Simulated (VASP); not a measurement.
Here is the system:

```
Sn
1.0
   -2.91500     2.91500     1.59000
    2.91500    -2.91500     1.59000
    2.91500     2.91500    -1.59000
Sn
2
Cartesian
  2.91500   0.00000   0.79500
  0.00000   0.00000   0.00000
```

Level of theory: PBE GGA, VASP's PBE PAW potentials (set 64) (plane waves; VASP). Settings: 400 eV cut-off, 12×12×12 Γ-centred mesh, first-order Methfessel-Paxton smearing of 0.10 eV, potentials Sn_d.

Energy and stress use the plane-wave basis of the starting cell.

**Question.** The ions, cell shape and volume are relaxed. What does this cell relax into?

**Answer.** 
```
Sn
1.0
   -2.96203     2.96203     1.61288
    2.96203    -2.96203     1.61288
    2.96203     2.96203    -1.61288
Sn
2
Direct
  0.25000   0.75000   0.50000
  0.00000   0.00000   0.00000
```
Space group I4_1/amd (141), at a tolerance of 0.03 Å.

**Question.** How do energy and volume change from the first to the last step?

**Answer.** The energy (σ→0) changes by -9.9 meV/atom and the volume by +4.7 %, in 5 ionic steps.

| step | E(σ→0) (eV) | max force (eV/Å) | pressure (GPa) | volume (Å³) |
|---|---|---|---|---|
| 1 | -7.5903 | 0.000 | 2.55 | 54.04 |
| 2 | -7.6081 | 0.000 | -0.71 | 57.48 |
| 3 | -7.6100 | 0.000 | 0.07 | 56.61 |
| 4 | -7.6100 | 0.000 | -0.06 | 56.69 |
| 5 | -7.6101 | 0.000 | 0.03 | 56.60 |

The compound is Sn in the beta structure. This run relaxes it. Symmetry was kept, so distortions that lower it aren't found.
